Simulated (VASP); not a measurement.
# NaPt2I (P-3m1) in VASP: relaxation of cell and atoms with PBE

Aim: the relaxation of cell and atoms of NaPt2I with PBE.

Everything below comes from runs of VASP 6.6.1. Logs are shortened: lines on timing, memory, paths and dates and some standing lists are left out, and cuts for length are marked.

### Step 1. The structure

The structure is trigonal, space group P-3m1 (No. 164). The conventional cell has a = 3.758 Å, b = 3.758 Å, c = 6.869 Å, α = 90.00°, β = 90.00°, γ = 120.00°. Na (site symmetry -3m) has 6 Pt at 2.84 Å as nearest neighbours. Pt (site symmetry 3m) is surrounded by 3 I at 2.70 Å and 3 Na at 2.84 Å. Around I (site symmetry -3m) lie 6 Pt at 2.70 Å.

The cell was built by a generator and needn't be a form met in nature.

### Step 2. Relaxation of cell and atoms, PBE

Input file INCAR:

```
ALGO = Normal
EDIFF = 1E-6
EDIFFG = -0.02
ENCUT = 600
GGA = PE
IBRION = 2
ISIF = 3
ISMEAR = 0
LASPH = True
LCHARG = False
LREAL = False
LWAVE = False
NELM = 60
NSW = 60
PREC = Accurate
SIGMA = 0.05
```

Input file KPOINTS:

```
k-points
0
Gamma
  8 8 4
```

Input file POSCAR:

```
NaPt2I
1.0
    3.7582914000      0.0000000000      0.0000000000
   -1.8791457000      3.2547758200      0.0000000000
    0.0000000000      0.0000000000      6.8686623400
Na Pt I
1 2 1
Direct
    0.0000000000      0.0000000000      0.5000000000
    0.3333333300      0.6666666700      0.2332690100
    0.6666666700      0.3333333300      0.7667309900
    0.0000000000      0.0000000000      0.0000000000
```

Potentials or basis: VASP PAW PBE potentials, release 64 (Na_pv, Pt, I).

The run is started by

```console
$ cat potpaw_PBE.64/Na_pv/POTCAR potpaw_PBE.64/Pt/POTCAR potpaw_PBE.64/I/POTCAR > POTCAR
$ mpirun -np 1 vasp_std > vasp.out
```

OUTCAR:

```text
EDIFF = 1E-6
   EDIFFG = -0.02
   ENCUT = 600
   GGA = PE
   IBRION = 2
   ISIF = 3
   ISMEAR = 0
   LASPH = True
   LREAL = False
   NELM = 60
   NSW = 60
   PREC = Accurate

 ion  position               nearest neighbor table
   1  0.000  0.000  0.500-   2 2.84   3 2.84   2 2.84   3 2.84   3 2.84   2 2.84
   2  0.333  0.667  0.233-   4 2.70   4 2.70   4 2.70   1 2.84   1 2.84   1 2.84
   3  0.667  0.333  0.767-   4 2.70   4 2.70   4 2.70   1 2.84   1 2.84   1 2.84
   4  0.000  0.000  0.000-   2 2.70   3 2.70   2 2.70   3 2.70   3 2.70   2 2.70

  LATTYP: Found a hexagonal cell.
 ALAT       =     3.7582914000
 C/A-ratio  =     1.8276023887

  Lattice vectors:

 A1 = (   3.7582914000,   0.0000000000,   0.0000000000)
 A2 = (  -1.8791457000,   3.2547758200,   0.0000000000)
 A3 = (   0.0000000000,   0.0000000000,   6.8686623400)

Analysis of symmetry for initial positions (statically):
=====================================================================
 Subroutine PRICEL returns:
 Original cell was already a primitive cell.

 Routine SETGRP: Setting up the symmetry group for a
 hexagonal supercell.

 Subroutine GETGRP returns: Found 12 space group operations
 (whereof 12 operations were pure point group operations)
 out of a pool of 24 trial point group operations.

The static configuration has the point symmetry D_3d.

Analysis of symmetry for dynamics (positions and initial velocities):
=====================================================================
 Subroutine PRICEL returns:
 Original cell was already a primitive cell.

 Routine SETGRP: Setting up the symmetry group for a
 hexagonal supercell.

 Subroutine GETGRP returns: Found 12 space group operations
 (whereof 12 operations were pure point group operations)
 out of a pool of 24 trial point group operations.

The dynamic configuration has the point symmetry D_3d.

 Subroutine INISYM returns: Found 12 space group operations
 (whereof 12 operations are pure point group operations),
 and found     1 'primitive' translations

----------------------------------------------------------------------------------------

                                     Primitive cell

  volume of cell :      84.0202

  direct lattice vectors                    reciprocal lattice vectors
     3.758291400  0.000000000  0.000000000     0.266078357  0.153620411  0.000000000
    -1.879145700  3.254775820  0.000000000     0.000000000  0.307240823  0.000000000
     0.000000000  0.000000000  6.868662340     0.000000000  0.000000000  0.145588755

  length of vectors
     3.758291400  3.758291394  6.868662340     0.307240822  0.307240823  0.145588755

  position of ions in fractional coordinates (direct lattice)
     0.000000000  0.000000000  0.500000000
     0.333333330  0.666666670  0.233269010
     0.666666670  0.333333330  0.766730990
     0.000000000  0.000000000  0.000000000

  ion indices of the primitive-cell ions
   primitive index   ion index
                 1           1
                 2           2
                 3           3
                 4           4

----------------------------------------------------------------------------------------

 KPOINTS: k-points

Automatic generation of k-mesh.
 Grid dimensions read from file:
 generate k-points for:    8    8    4

 Generating k-lattice:

  Cartesian coordinates                     Fractional coordinates (reciprocal lattice)
     0.033259795  0.019202551  0.000000000     0.125000000  0.000000000  0.000000000
     0.000000000  0.038405103  0.000000000     0.000000000  0.125000000  0.000000000
     0.000000000  0.000000000  0.036397189     0.000000000  0.000000000  0.250000000

  Length of vectors
     0.038405103  0.038405103  0.036397189

  Shift w.r.t. Gamma in fractional coordinates (k-lattice)
     0.000000000  0.000000000  0.000000000

 Subroutine IBZKPT returns following result:
 ===========================================

 Found     35 irreducible k-points:

 Following reciprocal coordinates:
            Coordinates               Weight
  0.000000  0.000000  0.000000      1.000000
  0.125000 -0.000000  0.000000      6.000000
  0.250000 -0.000000  0.000000      6.000000
  0.375000  0.000000  0.000000      6.000000
  0.500000 -0.000000  0.000000      3.000000
  0.125000  0.125000  0.000000      6.000000
[... 16 lines left out ...]
 -0.125000  0.500000  0.250000     12.000000
  0.250000  0.250000  0.250000     12.000000
 [... further k-points ...]
   k-points           NKPTS =     35   k-points in BZ     NKDIM =     35   number of bands    NBANDS=     21
   number of dos      NEDOS =    301   number of ions     NIONS =      4
   total plane-waves  NPLWV =  50400
   dimension x,y,z NGX =    30 NGY =   30 NGZ =   56
   dimension x,y,z NGXF=    60 NGYF=   60 NGZF=  112
   ions per type =               1   2   1
   NGX,Y,Z   is equivalent  to a cutoff of  13.27, 13.27, 13.55 a.u.
   NGXF,Y,Z  is equivalent  to a cutoff of  26.54, 26.54, 27.11 a.u.
 SYSTEM =  unknown system
   PREC   = accura    normal or accurate (medium, high low for compatibility)
   ISTART =      0    job   : 0-new  1-cont  2-samecut
   ICHARG =      2    charge: 1-file 2-atom 10-const
   ISPIN  =      1    spin polarized calculation?
   LNONCOLLINEAR =      F non collinear calculations
   LSORBIT =      F    spin-orbit coupling
   LASPH  =      T    aspherical Exc in radial PAW
   ENCUT  =  600.0 eV  44.10 Ry    6.64 a.u.   7.51  7.51 13.72*2*pi/ulx,y,z
   NELM   =     60;   NELMIN=  2; NELMDL= -5     # of ELM steps
   EDIFF  = 0.1E-05   stopping-criterion for ELM
   LREAL  =      F    real-space projection
   EDIFFG = -.2E-01   stopping-criterion for IOM
   NSW    =     60    number of steps for IOM
   IBRION =      2    ionic relax: 0-MD 1-quasi-New 2-CG
   NFREE  =      1    steps in history (QN), initial steepest desc. (CG)
   ISIF   =      3    stress and relaxation
   ISYM   =      2    0-nonsym 1-usesym 2-fastsym
   POTIM  = 0.5000    time-step for ionic-motion
   TEBEG  =    0.0;   TEEND  =   0.0 temperature during run
   PSTRESS=    0.0 pullay stress
   NELECT =      34.0000    total number of electrons
   NUPDOWN=      -1.0000    fix difference up-down
   EMIN   =  10.00;   EMAX   =-10.00  energy-range for DOS
   EFERMI =   0.00;   METHOD = LEGACY
   ISMEAR =     0;   SIGMA  =   0.05  broadening in eV -4-tet -1-fermi 0-gaus
   EFERMI_NEDOS =   21; number of points for ismear=-14 and -15
   IALGO  =     38    algorithm
   IMIX   =      4    mixing-type and parameters
     AMIX     =   0.40;   BMIX     =  1.00
     AMIX_MAG =   1.60;   BMIX_MAG =  1.00
  volume/ion in A,a.u.               =      21.01       141.75
  Fermi-wavevector in a.u.,A,eV,Ry     =   1.210895  2.288260 19.949777  1.466267
  Thomas-Fermi vector in A             =   2.346428
   LORBIT       =      0    0 simple, 1 ext, 2 COOP (PROOUT), +10 PAW based schemes
   GGA     = PE    functional components
   LHFCALC =     F    Hartree Fock is set to
   AEXX    =    0.0000 exact exchange contribution
   IVDW    =     0    specifies the selected vdW correction
   LEPSILON=     F    determine dielectric tensor
   LRPA    =     F    only Hartree local field effects (RPA)
 conjugate gradient relaxation of ions
 non-spin polarized calculation
 Gauss-broadening in eV      SIGMA  =   0.05
  energy-cutoff  :      600.00
  volume of cell :       84.02
 maximum number of plane-waves:      2831
   NGX = 15   NGY = 15   NGZ = 27

--------------------------------------- Ionic step        1  -------------------------------------------

 number of electron      34.0000004 magnetization

 Free energy of the ion-electron system (eV)
  ---------------------------------------------------
  ext. energy  EPLUGINS =         0.00000000
  ---------------------------------------------------
  free energy    TOTEN  =       -12.71145279 eV

  energy without entropy =      -12.70796684  energy(sigma->0) =      -12.70970982

------------------------ aborting loop because EDIFF is reached ----------------------------------------

  FORCE on cell =-STRESS in cart. coord.  units (eV):
  Direction    XX          YY          ZZ          XY          YZ          ZX
  --------------------------------------------------------------------------------------
  -------------------------------------------------------------------------------------
  Total        3.3025403      3.3025403      3.7602457      0.0000000      0.0000000      0.0000000
  in kB       62.9759904     62.9759901     71.7039536      0.0000000      0.0000000      0.0000000
  external PRESSURE =      65.8853114 kB  Pullay stress =       0.0000000 kB
[... 137 lines left out ...]
  energy  without entropy=      -12.8551544768  energy(sigma->0) =      -12.85740905

--------------------------------------- Ionic step        5  -------------------------------------------

 number of electron      33.9999994 magnetization

 E-fermi :   5.7679     XC(G=0): -10.0341

 val. band max:        5.7486933706   @ k =   0.0000   0.2500   0.2500
 cond. band min:       5.7812881608   @ k =   0.3750   0.1250   0.5000
 fundamental gap:      0.0325947902
 Fermi energy:         5.7678535136

 k-point     1 :       0.0000    0.0000    0.0000
  band No.  band energies     occupation
      1     -17.5259      2.00000
      2     -17.4967      2.00000
      3     -17.4967      2.00000
      4      -9.7183      2.00000
      5      -1.2328      2.00000
      6       0.8908      2.00000
[... 550 lines left out ...]
      5      -1.1714      2.00000
      6      -0.2519      2.00000
[... 13 lines left out ...]
     20       8.4172      0.00000
     21      10.6695      0.00000

 [... further k-points ...]

------------------------ aborting loop because EDIFF is reached ----------------------------------------

  FORCE on cell =-STRESS in cart. coord.  units (eV):
  Direction    XX          YY          ZZ          XY          YZ          ZX
  --------------------------------------------------------------------------------------
  -------------------------------------------------------------------------------------
  Total       -0.0829165     -0.0829165      0.2843135      0.0000000      0.0000000      0.0000000
  in kB       -1.4275426     -1.4275425      4.8949179      0.0000000      0.0000000      0.0000000
  external PRESSURE =       0.6799443 kB  Pullay stress =       0.0000000 kB
[... 137 lines left out ...]
  energy  without entropy=      -12.9013567081  energy(sigma->0) =      -12.90382743

--------------------------------------- Ionic step        9  -------------------------------------------

 number of electron      34.0000005 magnetization

 Free energy of the ion-electron system (eV)
  ---------------------------------------------------
  ext. energy  EPLUGINS =         0.00000000
  ---------------------------------------------------
  free energy    TOTEN  =       -12.90949067 eV

  energy without entropy =      -12.90420994  energy(sigma->0) =      -12.90685031

 E-fermi :   5.5698     XC(G=0):  -9.8617

 val. band max:        5.5636893042   @ k =   0.1250   0.1250   0.5000
 cond. band min:       5.5873232693   @ k =   0.5000  -0.0000   0.5000
 fundamental gap:      0.0236339651
 Fermi energy:         5.5698256020

 k-point     1 :       0.0000    0.0000    0.0000
  band No.  band energies     occupation
      1     -17.9047      2.00000
      2     -17.8862      2.00000
      3     -17.8862      2.00000
      4     -10.0126      2.00000
      5      -1.4963      2.00000
      6       0.4394      2.00000
[... 550 lines left out ...]
      5      -1.5002      2.00000
      6      -0.6050      2.00000
[... 13 lines left out ...]
     20       8.1934      0.00000
     21      10.3608      0.00000

 [... further k-points ...]

------------------------ aborting loop because EDIFF is reached ----------------------------------------

  FORCE on cell =-STRESS in cart. coord.  units (eV):
  Direction    XX          YY          ZZ          XY          YZ          ZX
  --------------------------------------------------------------------------------------
  -------------------------------------------------------------------------------------
  Total       -0.0416592     -0.0416592      0.0526442     -0.0000000      0.0000000      0.0000000
  in kB       -0.6966919     -0.6966919      0.8804015     -0.0000000      0.0000000      0.0000000
  external PRESSURE =      -0.1709941 kB  Pullay stress =       0.0000000 kB
[... 19 lines left out ...]
  FREE ENERGIE OF THE ION-ELECTRON SYSTEM (eV)
  ---------------------------------------------------
  free  energy   TOTEN  =       -12.9094906738 eV

  energy  without entropy=      -12.9042099406  energy(sigma->0) =      -12.90685031

 reached required accuracy - stopping structural energy minimisation
```

Run time: 2.9 min. Hardware: 1 thread of Intel Xeon 6975P-C (Granite Rapids), shared host; peak memory 0.28 GiB.

Results:

```yaml
Free_energy: -12.9095 eV
Relaxed_volume: 23.95 Å³/atom
Relaxed_cell: a = 3.900 Å, b = 3.900 Å, c = 7.273 Å, α = 90.00°, β = 90.00°, γ = 120.00°
Space_group_after_relaxing_to_0.05_Å: P-3m1 (No. 164)
Energy_gained_by_relaxing: 49.5 meV/atom
Ionic_steps: 9
Pressure_after_relaxing: 0.0 GPa
Largest_force_after_relaxing: 0.009 eV/Å
Band_gap_on_the_k_mesh: none (metal or under the smearing width)
```

Forces on the atoms (eV/Å):
```
Na   0.000  0.000  0.000
Pt   0.000  0.000  0.009
Pt   0.000  0.000 -0.009
I    0.000  0.000  0.000
```

Step by step:
```csv
step,energy change (eV),largest force (eV/Å),pressure (GPa),volume (Å³)
1,0.0000,0.0990,6.59,84.02
2,-0.1015,0.6166,-2.39,94.97
3,-0.1331,0.4191,0.07,91.03
4,-0.1482,0.3656,0.04,91.54
5,-0.1816,0.1941,0.07,93.06
6,-0.1940,0.1289,0.50,96.15
7,-0.1974,0.0434,0.36,95.21
8,-0.1948,0.0655,-0.81,97.15
9,-0.1980,0.0091,-0.02,95.80
```

Final structure:
```
CELL_PARAMETERS angstrom
3.90012 0.00000 0.00000
-1.95006 3.37760 0.00000
0.00000 0.00000 7.27267
ATOMIC_POSITIONS crystal
Na 0.00000 0.00000 0.50000
Pt 0.33333 0.66667 0.21206
Pt 0.66667 0.33333 0.78794
I 0.00000 0.00000 0.00000
```

Spin-orbit coupling is left out, which matters for the levels of I, Pt.

### Step 3. The reference run

An earlier run on the cell as given: functional PBE; potentials or basis VASP PAW PBE potentials, release 64 (Na_pv, Pt, I); cutoff 520 eV; k mesh 8 × 8 × 4; occupations fermi-dirac, width 0.05 eV; no spin polarisation.

- Pressure: 6.6 GPa
- Largest force: 0.087 eV/Å
- Band gap on the k mesh: none (metal or under the smearing width)
